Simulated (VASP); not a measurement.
Level of theory: PBEsol GGA, VASP's PBE PAW potentials (set 64) (plane waves; VASP).

VASP input:

### POSCAR
```
ReNCl4
1
   -4.3640370000     4.3640370000     2.0355810000
    4.3640370000    -4.3640370000     2.0355810000
    4.3640370000     4.3640370000    -2.0355810000
Re N Cl
1 1 4
Direct
  0.0144200000   0.0144200000   0.0000000000
  0.4261800000   0.4261800000   0.0000000000
  0.1785800000   0.8608800000   0.1822200000
  0.8608800000   0.6786600000   0.6823000000
  0.6786600000   0.9963600000   0.8177800000
  0.9963600000   0.1785800000   0.3177000000
```

File KPOINTS:
```
Automatic mesh
0
Gamma
5 5 5
0 0 0
```

File KPOINTS_OPT:
```
k-points along high-symmetry lines
7
Line-mode
Reciprocal
  0.000000   0.000000   0.000000 ! GAMMA
 -0.500000   0.500000   0.000000 ! X

 -0.500000   0.500000   0.000000 ! X
 -0.500000   0.500000   0.500000 ! M

 -0.500000   0.500000   0.500000 ! M
  0.000000   0.000000   0.000000 ! GAMMA

  0.000000   0.000000   0.000000 ! GAMMA
 -0.304393  -0.304393   0.304393 ! Z

 -0.695607   0.304393   0.695607 ! Z_0
 -0.500000   0.500000   0.500000 ! M

 -0.500000   0.500000   0.000000 ! X
 -0.750000   0.250000   0.250000 ! P

 -0.750000   0.250000   0.250000 ! P
 -0.500000   0.000000   0.500000 ! N

 -0.500000   0.000000   0.500000 ! N
  0.000000   0.000000   0.000000 ! GAMMA
```

### INCAR
```
! general
SYSTEM  = ReNCl4
PREC    = Accurate
ENCUT   = 400
LREAL   = .FALSE.
LASPH   = .TRUE.

! electronic loop
EDIFF   = 1E-6
NELM    = 100
ALGO    = Normal
LMAXMIX = 6

! smearing
ISMEAR  = 0
SIGMA   = 0.01

! functional
GGA     = PS

! ions
ISIF    = 2

! output
LWAVE   = .FALSE.
LCHARG  = .FALSE.
```

POTCAR, in this order: Re N Cl (PBE.64 set). Program: vasp_std.

The path is coarsely sampled, so an indirect gap can come out somewhat too large. Unless said otherwise, spin-orbit coupling is left out, though it shifts the bands of the heavy elements here.

Question: What does the run give for the energy per atom (σ→0), largest force, band gap (over mesh and band path)?

Answer: 
The energy per atom (σ→0) is -518.5 kJ/mol of atoms and the band gap (over mesh and band path) is 1.07 eV. The largest force is 0.744 eV/Å.

**OSZICAR**
```
...
DAV:  12    -0.322403989314E+02    0.18918E-03   -0.58577E-04  1856   0.242E-01    0.703E-02
DAV:  13    -0.322403997433E+02   -0.81185E-06   -0.10309E-04  1656   0.121E-01    0.323E-02
DAV:  14    -0.322404017923E+02   -0.20490E-05   -0.96971E-06  1560   0.222E-02    0.709E-03
DAV:  15    -0.322404024197E+02   -0.62739E-06   -0.30350E-06  1048   0.269E-02
   1 F= -.32240402E+02 E0= -.32240402E+02  d E =-.552224E-13
       N       E                     dE             ncg
       N       E                     dE             ncg
       N       E                     dE             ncg
```

The structure comes from a computed database's ReNCl4 entry (I4); how it stands against other phases isn't given here. The cell was not relaxed at this level.
